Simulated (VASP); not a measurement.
# KMgF3 with MS2: from relaxation to properties, part 3 of 5

Aim: relax KMgF3, then compute properties on the relaxed cell. Left out of this account: 1 further run (core levels: core levels are not valid at this level). The start is a cell from a database of measured crystal structures.

VASP 6.6.1; MS2; plane waves and PAW (K_sv, Mg, F).

So far, gap on the k-mesh (eV): step 2 (full relaxation (MS2)) 7.83.

## Step 5: Total and projected DOS (MS2)

A density of states needs more k-points than a total energy; ISMEAR = -5 takes tetrahedra, and LORBIT projects the states on the PAW spheres. The mesh is finer than in the run before.

Contents of INCAR:

```
SYSTEM = KMgF3
PREC = Accurate
ENCUT = 520
EDIFF = 1E-06
NELM = 100
ISMEAR = -5
SIGMA = 0.05
LREAL = .FALSE.
ALGO = Normal
METAGGA = MS2
LASPH = .TRUE.
NBANDS = 31
LORBIT = 11
LWAVE = .FALSE.
LCHARG = .FALSE.
KPAR = 2
NEDOS = 2001
```

Contents of POSCAR:

```
KMgF3
1.0
    3.9831373406      0.0000000000      0.0000000000
    0.0000000000      3.9831373406      0.0000000000
    0.0000000000      0.0000000000      3.9831373406
K Mg F
1 1 3
Direct
    0.5000000000      0.5000000000      0.5000000000
    0.0000000000      0.0000000000      0.0000000000
    0.0000000000      0.0000000000      0.5000000000
    0.0000000000      0.5000000000      0.0000000000
    0.5000000000      0.0000000000      0.0000000000
```

Contents of KPOINTS:

```
Automatic mesh
0
Gamma
8 8 8
0 0 0
```

PAW data sets: K_sv, Mg and F (PBE family, release 64).

Command:

```console
> mpirun -np 2 vasp_std
```

Log:

```text
[... set-up lines as in an earlier step ...]
 entering main loop
       N       E                     dE             d eps       ncg     rms          rms(c)
DAV:   1     0.168533297994E+03    0.16853E+03   -0.16245E+04  2314   0.957E+02
DAV:   2    -0.428603178321E+02   -0.21139E+03   -0.20292E+03  2567   0.282E+02
DAV:   3    -0.537942578941E+02   -0.10934E+02   -0.10660E+02  3699   0.518E+01
DAV:   4    -0.540257423475E+02   -0.23148E+00   -0.23088E+00  2479   0.532E+00
DAV:   5    -0.540282193384E+02   -0.24770E-02   -0.24769E-02  2733   0.577E-01    0.909E+00
DAV:   6    -0.409914752396E+02    0.13037E+02   -0.15213E+01  3002   0.210E+01    0.379E+00
DAV:   7    -0.409872195018E+02    0.42557E-02   -0.16173E+00  2500   0.857E+00    0.267E+00
DAV:   8    -0.410736519097E+02   -0.86432E-01   -0.82229E-02  2817   0.217E+00    0.122E+00
DAV:   9    -0.411184234578E+02   -0.44772E-01   -0.95395E-02  2810   0.223E+00    0.664E-01
DAV:  10    -0.411143537967E+02    0.40697E-02   -0.74786E-03  2477   0.588E-01    0.330E-01
DAV:  11    -0.411158297425E+02   -0.14759E-02   -0.11096E-02  3060   0.702E-01    0.163E-01
DAV:  12    -0.411159469777E+02   -0.11724E-03   -0.24003E-03  3461   0.298E-01    0.386E-02
DAV:  13    -0.411159203303E+02    0.26647E-04   -0.65000E-04  3318   0.132E-01    0.782E-02
DAV:  14    -0.411159011426E+02    0.19188E-04   -0.36697E-05  2462   0.495E-02    0.419E-02
DAV:  15    -0.411159053729E+02   -0.42302E-05   -0.13353E-05  2698   0.253E-02    0.174E-02
DAV:  16    -0.411159074029E+02   -0.20300E-05   -0.48343E-06  2761   0.148E-02    0.689E-03
DAV:  17    -0.411159079313E+02   -0.52835E-06   -0.26987E-07  1869   0.385E-03
   1 F= -.41115908E+02 E0= -.41115908E+02  d E =0.000000E+00
```

It took 62 s on 2 MPI ranks of AMD EPYC 9R45, shared host; peak memory 0.36 GiB.

OUTCAR, selected parts (step 5):

```text
   k-points           NKPTS =     35   k-points in BZ     NKDIM =     35   number of bands    NBANDS=     31

   NELECT =      32.0000    total number of electrons

 E-fermi :  -1.9260

 k-point     2 :       0.1250    0.0000    0.0000
  band No.  band energies     occupation
    ...
     12      -2.5983      2.00000
     13      -2.5983      2.00000
     14      -2.4132      2.00000
     15      -2.2955      2.00000
     16      -2.2955      2.00000
     17       6.1774      0.00000
     18       8.9076      0.00000
     19       8.9339      0.00000
     20      11.2207      0.00000
     21      11.2266      0.00000
    ...

  Total       -0.0084193     -0.0084193     -0.0084193     -0.0000000      0.0000000     -0.0000000
  in kB       -0.2134572     -0.2134572     -0.2134572     -0.0000000      0.0000000     -0.0000000
  external PRESSURE =      -0.2134572 kB  Pullay stress =       0.0000000 kB

  FREE ENERGIE OF THE ION-ELECTRON SYSTEM (eV)
  ---------------------------------------------------
  free  energy   TOTEN  =       -41.1159079313 eV

  energy  without entropy=      -41.1159079313  energy(sigma->0) =      -41.11590793

[... 10 parts as in an earlier step ...]

[... 7 further parts left out ...]
```

Numbers from this step:

```yaml
irreducible_k_points: 35
fermi_energy: -1.926 eV
pressure: -0.02135 GPa
```

The density of states has structure finer than the step of the table below, so its rows give means over 1 eV, whole bins alone (the curve runs from -12.0 to 15.3 eV). Peaks (eV: height): total -9.4: 37.5, -1.8: 9.44, -1.6: 9.94, -0.5: 14.4; F p -1.8: 6.54, -1.6: 7.09, -1.1: 6.15, -0.5: 11.3; K p -9.4: 34.4; K d 12.0: 1.34, 13.3: 2.94, 13.7: 3.36, 13.8: 3.61.

States under -12.0 eV and over 15.3 eV are left out; flat bands give spikes narrower than the energy grid, so sums over such rows miss the true count of states. Density of states against energy, zero at the valence-band top; means over each step; values in states/eV/cell:

```
energy (eV)   total      F p      K p      K d
        -11       0        0        0        0
        -10   0.355  0.00316    0.319        0
         -9    6.59   0.0285     6.04   2.3e-5
         -8       0        0        0        0
         -7       0        0        0        0
         -6       0        0        0        0
         -5       0        0        0        0
         -4   0.161   0.0991        0   3.0e-5
         -3    1.74     1.13  0.00242  0.00150
         -2    4.93     3.45   0.0488  0.00488
         -1    7.27     5.48   0.0545   0.0125
          0    3.75     3.01   0.0115  0.00438
          1       0        0        0        0
          2       0        0        0        0
          3       0        0        0        0
          4       0        0        0        0
          5       0        0        0        0
          6       0        0        0        0
          7       0        0        0        0
          8  0.0480  0.00153   3.3e-4   5.0e-6
          9   0.234   0.0153  0.00348  0.00158
         10   0.481   0.0453   0.0105   0.0152
         11    1.87    0.133   0.0356    0.357
         12    3.06    0.216   0.0427    0.932
         13    2.76    0.229   0.0270     1.20
         14    3.26    0.319   0.0350     1.56
```

The gap on this mesh is 7.83 eV. In the top eV of the valence band the largest shares in the PAW spheres are F p 79 %. The rest lies in smaller channels or between the spheres.

## Step 6: Elastic constants (MS2)

IBRION = 6 with ISIF = 3 strains the cell both ways at fixed fractional positions, and adds the ions' share afterwards from the force constants. Stress converges slowly with the basis, so the cutoff is raised.

Contents of INCAR:

```
SYSTEM = KMgF3
PREC = Accurate
ENCUT = 560
EDIFF = 1E-07
NELM = 100
ISMEAR = 0
SIGMA = 0.05
LREAL = .FALSE.
ALGO = Normal
METAGGA = MS2
LASPH = .TRUE.
NBANDS = 22
LORBIT = 11
LWAVE = .FALSE.
LCHARG = .FALSE.
KPAR = 2
IBRION = 6
NFREE = 2
POTIM = 0.015
ISIF = 3
NSW = 1
```

POSCAR is that of step 5.

Contents of KPOINTS:

```
Automatic mesh
0
Gamma
6 6 6
0 0 0
```

Command:

```console
> mpirun -np 2 vasp_std
```

Log:

```text
[... set-up lines as in an earlier step ...]
 entering main loop
       N       E                     dE             d eps       ncg     rms          rms(c)
DAV:   1     0.208635095931E+03    0.20864E+03   -0.17903E+04   920   0.143E+03
DAV:   2    -0.401935540456E+02   -0.24883E+03   -0.23776E+03  1114   0.375E+02
DAV:   3    -0.532949145769E+02   -0.13101E+02   -0.12901E+02  1296   0.769E+01
DAV:   4    -0.540572397926E+02   -0.76233E+00   -0.75673E+00  1236   0.110E+01
DAV:   5    -0.540618391098E+02   -0.45993E-02   -0.45982E-02  1054   0.900E-01    0.908E+00
DAV:   6    -0.410498164202E+02    0.13012E+02   -0.18298E+01  1158   0.300E+01    0.386E+00
DAV:   7    -0.409885681153E+02    0.61248E-01   -0.13830E+00  1054   0.110E+01    0.258E+00
DAV:   8    -0.410766689357E+02   -0.88101E-01   -0.11947E-01  1102   0.301E+00    0.116E+00
DAV:   9    -0.411201156437E+02   -0.43447E-01   -0.99668E-02  1338   0.293E+00    0.579E-01
DAV:  10    -0.411182087889E+02    0.19069E-02   -0.95406E-03  1016   0.764E-01    0.292E-01
DAV:  11    -0.411195652219E+02   -0.13564E-02   -0.95235E-03  1406   0.947E-01    0.160E-01
DAV:  12    -0.411197283976E+02   -0.16318E-03   -0.23041E-03  1454   0.405E-01    0.384E-02
DAV:  13    -0.411196949758E+02    0.33422E-04   -0.56617E-04  1398   0.170E-01    0.644E-02
DAV:  14    -0.411196747731E+02    0.20203E-04   -0.66609E-05  1012   0.683E-02    0.377E-02
DAV:  15    -0.411196787986E+02   -0.40255E-05   -0.10190E-05  1284   0.277E-02    0.158E-02
DAV:  16    -0.411196808061E+02   -0.20075E-05   -0.39807E-06  1336   0.183E-02    0.623E-03
DAV:  17    -0.411196812357E+02   -0.42958E-06   -0.13253E-07   864   0.382E-03    0.381E-03
DAV:  18    -0.411196819736E+02   -0.73793E-06   -0.50190E-07  1090   0.601E-03    0.117E-03
DAV:  19    -0.411196820557E+02   -0.82143E-07   -0.16583E-08   614   0.129E-03
   1 F= -.41119682E+02 E0= -.41119682E+02  d E =-.603998E-12
 Found     4 degrees of freedom:
 Adding 6 more for cell shape distortion
 Finite differences POTIM= 0.01500 DOF=  10
 bond charge predicted
       N       E                     dE             d eps       ncg     rms          rms(c)
DAV:   1    -0.412087641518E+02   -0.89082E-01   -0.33970E+00  1760   0.166E+01    0.231E+00
DAV:   2    -0.411222624777E+02    0.86502E-01   -0.26620E-01  1832   0.417E+00    0.743E-01
DAV:   3    -0.411140300215E+02    0.82325E-02   -0.18318E-02  1982   0.126E+00    0.346E-01
DAV:   4    -0.411129559385E+02    0.10741E-02   -0.71461E-03  2138   0.806E-01    0.217E-01
DAV:   5    -0.411129356696E+02    0.20269E-04   -0.13055E-03  2018   0.298E-01    0.124E-01
DAV:   6    -0.411129324267E+02    0.32430E-05   -0.18516E-04  2210   0.130E-01    0.366E-02
DAV:   7    -0.411129201341E+02    0.12293E-04   -0.84572E-05  1946   0.716E-02    0.898E-03
DAV:   8    -0.411129166429E+02    0.34911E-05   -0.69632E-06  2134   0.267E-02    0.602E-03
DAV:   9    -0.411129158828E+02    0.76016E-06   -0.77911E-07  2288   0.769E-03    0.223E-03
DAV:  10    -0.411129161637E+02   -0.28091E-06   -0.33393E-07  2114   0.681E-03    0.111E-03
DAV:  11    -0.411129161278E+02    0.35907E-07   -0.66247E-08   946   0.246E-03
   2 F= -.41112916E+02 E0= -.41112916E+02  d E =-.125124E-22
[... from here on, the cycles between the ionic steps are left out ...]
   3 F= -.41113705E+02 E0= -.41113705E+02  d E =-.192498E-21
   4 F= -.41112916E+02 E0= -.41112916E+02  d E =-.132124E-22
   5 F= -.41113705E+02 E0= -.41113705E+02  d E =-.192156E-21
   6 F= -.41112916E+02 E0= -.41112916E+02  d E =-.136881E-22
   7 F= -.41113705E+02 E0= -.41113705E+02  d E =-.191001E-21
   8 F= -.41117498E+02 E0= -.41117498E+02  d E =-.102907E-11
   9 F= -.41117498E+02 E0= -.41117498E+02  d E =-.104099E-11
  10 F= -.41117498E+02 E0= -.41117498E+02  d E =-.104026E-11
  11 F= -.41117498E+02 E0= -.41117498E+02  d E =-.104098E-11
  12 F= -.41117498E+02 E0= -.41117498E+02  d E =-.104003E-11
  13 F= -.41117498E+02 E0= -.41117498E+02  d E =-.103966E-11
  14 F= -.41119392E+02 E0= -.41119392E+02  d E =-.655931E-12
  15 F= -.41119392E+02 E0= -.41119392E+02  d E =-.660778E-12
  16 F= -.41118614E+02 E0= -.41118614E+02  d E =-.696288E-12
  17 F= -.41118614E+02 E0= -.41118614E+02  d E =-.694557E-12
  18 F= -.41119328E+02 E0= -.41119328E+02  d E =-.670585E-12
  19 F= -.41119328E+02 E0= -.41119328E+02  d E =-.676965E-12
  20 F= -.41118440E+02 E0= -.41118440E+02  d E =-.711299E-12
 Finite differences progress:
  Degree of freedom:  10/ 10
  Displacement:        1/  2
  Total:              19/ 20
 bond charge predicted
       N       E                     dE             d eps       ncg     rms          rms(c)
DAV:   1    -0.411102919636E+02    0.81478E-02   -0.60123E+00  1772   0.168E+01    0.401E-01
DAV:   2    -0.411186897911E+02   -0.83978E-02   -0.21055E-01  1772   0.311E+00    0.149E-01
DAV:   3    -0.411185258867E+02    0.16390E-03   -0.10613E-03  2164   0.247E-01    0.870E-02
DAV:   4    -0.411184316398E+02    0.94247E-04   -0.31020E-04  2008   0.166E-01    0.193E-02
DAV:   5    -0.411184387602E+02   -0.71205E-05   -0.84205E-05  2072   0.567E-02    0.987E-03
DAV:   6    -0.411184394716E+02   -0.71134E-06   -0.73516E-06  2064   0.263E-02    0.426E-03
DAV:   7    -0.411184399672E+02   -0.49559E-06   -0.14170E-06  1964   0.131E-02    0.358E-03
DAV:   8    -0.411184397705E+02    0.19671E-06   -0.84234E-07  2000   0.929E-03    0.187E-03
DAV:   9    -0.411184397151E+02    0.55331E-07   -0.12196E-07  1184   0.473E-03
  21 F= -.41118440E+02 E0= -.41118440E+02  d E =-.711766E-12
 Finite differences progress:
  Degree of freedom:  10/ 10
  Displacement:        2/  2
  Total:              20/ 20
```

Run time: 14 min. Hardware: 2 MPI ranks; peak memory 0.67 GiB.

OUTCAR, selected parts (step 6):

```text
   ENCUT  =  560.0 eV  41.16 Ry    6.42 a.u.   7.69  7.69  7.69*2*pi/ulx,y,z

   NELECT =      32.0000    total number of electrons

 E-fermi :  -1.7122

 k-point     1 :       0.0000    0.0000    0.0000
  band No.  band energies     occupation
    ...
     12      -2.5676      2.00000
     13      -2.5675      2.00000
     14      -2.2663      2.00000
     15      -2.2661      2.00000
     16      -2.2661      2.00000
     17       5.8929      0.00000
     18       8.7566      0.00000
     19       8.7566      0.00000
     20      11.1351      0.00000
     21      11.1353      0.00000
    ...

  Total       -0.0475149     -0.0475149     -0.0364519      0.0000000      0.0000000      0.0000000
  in kB       -1.2046591     -1.2046591     -0.9241753      0.0000000      0.0000000      0.0000000
  external PRESSURE =      -1.1111645 kB  Pullay stress =       0.0000000 kB

 POSITION                                       TOTAL-FORCE (eV/Angst)
 -----------------------------------------------------------------------------------
      1.99157      1.99157      1.99157        -0.000000      0.000000     -0.006372
      0.00000      0.00000      0.00000         0.000000      0.000000     -0.095039
      0.00000      0.00000      1.97657        -0.000000      0.000000      0.165032
      0.00000      1.99157      0.00000         0.000000      0.000000     -0.031811
      1.99157      0.00000      0.00000        -0.000000      0.000000     -0.031811
 -----------------------------------------------------------------------------------
    total drift:                               -0.000000      0.000000     -0.000337

  FREE ENERGIE OF THE ION-ELECTRON SYSTEM (eV)
  ---------------------------------------------------
  free  energy   TOTEN  =       -41.1184397151 eV

  energy  without entropy=      -41.1184397151  energy(sigma->0) =      -41.11843972

  SYMMETRIZED ELASTIC MODULI (kBar)
 Direction    XX          YY          ZZ          XY          YZ          ZX
 --------------------------------------------------------------------------------
 XX        1435.3790    414.9461    414.9461     -0.0000     -0.0000      0.0000
 YY         414.9461   1435.3790    414.9461      0.0000      0.0000      0.0000
 ZZ         414.9461    414.9461   1435.3790     -0.0000     -0.0000     -0.0000
 XY          -0.0000      0.0000     -0.0000    492.3546      0.0000      0.0000
 YZ          -0.0000      0.0000     -0.0000      0.0000    492.3546      0.0000
 ZX           0.0000      0.0000     -0.0000      0.0000      0.0000    492.3546
 --------------------------------------------------------------------------------

 Eigenvectors and eigenvalues of the dynamical matrix
 ----------------------------------------------------

   1 f  =   14.070011 THz    88.404485 2PiTHz  469.325043 cm-1    58.188863 meV
             X         Y         Z           dx          dy          dz
      1.991569  1.991569  1.991569    -0.004309    0.017434   -0.000000
      0.000000  0.000000  0.000000     0.133392   -0.539659   -0.000000
      0.000000  0.000000  1.991569     0.025554   -0.103383   -0.000000
      0.000000  1.991569  0.000000     0.025554    0.793416    0.000000
      1.991569  0.000000  0.000000    -0.196115   -0.103383   -0.000000

   2 f  =   14.070011 THz    88.404485 2PiTHz  469.325043 cm-1    58.188863 meV
             X         Y         Z           dx          dy          dz
      1.991569  1.991569  1.991569     0.000000    0.000000   -0.017959
      0.000000  0.000000  0.000000    -0.000000   -0.000000    0.555901
      0.000000  0.000000  1.991569    -0.000000   -0.000000   -0.817294
      0.000000  1.991569  0.000000    -0.000000    0.000000    0.106495
      1.991569  0.000000  0.000000     0.000000   -0.000000    0.106495

   3 f  =   14.070011 THz    88.404485 2PiTHz  469.325043 cm-1    58.188863 meV
             X         Y         Z           dx          dy          dz
      1.991569  1.991569  1.991569     0.017434    0.004309   -0.000000
[...]
0.000000  1.991569  0.000000     0.086581    0.000000   -0.027368
      1.991569  0.000000  0.000000     0.000000   -0.701252    0.027368

  10 f  =    4.812446 THz    30.237487 2PiTHz  160.525905 cm-1    19.902667 meV
             X         Y         Z           dx          dy          dz
      1.991569  1.991569  1.991569    -0.799847    0.030626    0.185904
      0.000000  0.000000  0.000000     0.233955   -0.008958   -0.054377
      0.000000  0.000000  1.991569     0.305927   -0.011714   -0.059601
      0.000000  1.991569  0.000000     0.305927   -0.009819   -0.071105
      1.991569  0.000000  0.000000     0.256430   -0.011714   -0.071105

  11 f  =    4.812446 THz    30.237487 2PiTHz  160.525905 cm-1    19.902667 meV
             X         Y         Z           dx          dy          dz
      1.991569  1.991569  1.991569     0.188123    0.174565    0.780635
      0.000000  0.000000  0.000000    -0.055026   -0.051060   -0.228335
      0.000000  0.000000  1.991569    -0.071954   -0.066768   -0.250271
      0.000000  1.991569  0.000000    -0.071954   -0.055965   -0.298579
      1.991569  0.000000  0.000000    -0.060312   -0.066768   -0.298579

  12 f  =    4.812446 THz    30.237487 2PiTHz  160.525905 cm-1    19.902667 meV
             X         Y         Z           dx          dy          dz
      1.991569  1.991569  1.991569     0.010399   -0.802398    0.176926
      0.000000  0.000000  0.000000    -0.003042    0.234701   -0.051751
      0.000000  0.000000  1.991569    -0.003977    0.306903   -0.056722
      0.000000  1.991569  0.000000    -0.003977    0.257248   -0.067671
      1.991569  0.000000  0.000000    -0.003334    0.306903   -0.067671

  13 f/i=    0.032378 THz     0.203436 2PiTHz    1.080007 cm-1     0.133904 meV
             X         Y         Z           dx          dy          dz
      1.991569  1.991569  1.991569     0.454733   -0.335382    0.008552
      0.000000  0.000000  0.000000     0.362127   -0.267082    0.006810
      0.000000  0.000000  1.991569     0.321795   -0.237336    0.006021
      0.000000  1.991569  0.000000     0.321795   -0.236143    0.006052
      1.991569  0.000000  0.000000     0.320178   -0.237336    0.006052

  14 f/i=    0.032378 THz     0.203436 2PiTHz    1.080007 cm-1     0.133904 meV
             X         Y         Z           dx          dy          dz
      1.991569  1.991569  1.991569     0.033429    0.059629    0.560949
      0.000000  0.000000  0.000000     0.026621    0.047485    0.446712
      0.000000  0.000000  1.991569     0.023656    0.042197    0.394965
      0.000000  1.991569  0.000000     0.023656    0.041985    0.396960
      1.991569  0.000000  0.000000     0.023537    0.042197    0.396960

  15 f/i=    0.032378 THz     0.203436 2PiTHz    1.080007 cm-1     0.133904 meV
             X         Y         Z           dx          dy          dz
      1.991569  1.991569  1.991569    -0.333822   -0.450887    0.067823
      0.000000  0.000000  0.000000    -0.265840   -0.359065    0.054011
      0.000000  0.000000  1.991569    -0.236232   -0.319074    0.047754
      0.000000  1.991569  0.000000    -0.236232   -0.317470    0.047995
      1.991569  0.000000  0.000000    -0.235044   -0.319074    0.047995

 ELASTIC MODULI CONTR FROM IONIC RELAXATION (kBar)
 Direction    XX          YY          ZZ          XY          YZ          ZX
 --------------------------------------------------------------------------------
 XX           0.0000      0.0000      0.0000      0.0000      0.0000      0.0000
 YY           0.0000      0.0000      0.0000      0.0000      0.0000      0.0000
 ZZ           0.0000      0.0000      0.0000      0.0000      0.0000      0.0000
 XY           0.0000      0.0000      0.0000      0.0000      0.0000      0.0000
 YZ           0.0000      0.0000      0.0000      0.0000      0.0000      0.0000
 ZX           0.0000      0.0000      0.0000      0.0000      0.0000      0.0000
 --------------------------------------------------------------------------------

 TOTAL ELASTIC MODULI (kBar)
 Direction    XX          YY          ZZ          XY          YZ          ZX
 --------------------------------------------------------------------------------
 XX        1435.3790    414.9461    414.9461     -0.0000     -0.0000      0.0000
 YY         414.9461   1435.3790    414.9461      0.0000      0.0000      0.0000
 ZZ         414.9461    414.9461   1435.3790     -0.0000     -0.0000     -0.0000
 XY          -0.0000      0.0000     -0.0000    492.3546      0.0000      0.0000
 YZ          -0.0000      0.0000     -0.0000      0.0000    492.3546      0.0000
 ZX           0.0000      0.0000     -0.0000      0.0000      0.0000    492.3546
 --------------------------------------------------------------------------------

[... 5 parts as in an earlier step ...]

[... 11 further parts left out ...]
```

The last energy, forces, stress and levels in OUTCAR belong to the last displaced cell, not to the cell of POSCAR.

This step gave:

```yaml
bands: 22
irreducible_k_points: 20
pressure_of_the_cell: -0.1190 GPa
largest_force_of_the_cell: 0 eV/Å
mechanically_stable: yes
bulk_modulus_voigt: 75.51 GPa
shear_modulus_voigt: 49.95 GPa
bulk_modulus_hill: 75.51 GPa
shear_modulus_hill: 49.94 GPa
young_s_modulus: 122.8 GPa
poisson_s_ratio: 0.2290
```

(Part 3 of 5 ends here.)

[Lines on the potential files, build, host, timing and source positions are cut from VASP's logs without a mark.]

[Logs are printed without paths, hosts, clocks, repeated set-up lines and the standing remarks that a program may print on its own settings, such as how far it seeks lower states.]

[Hosts, paths, dates, database ids (printed as entryN), source tags and the programs' standing remarks are cut or masked in the printed files.]

[A measured line is paired with the nearest computed mode of its activity, which favours agreement.]
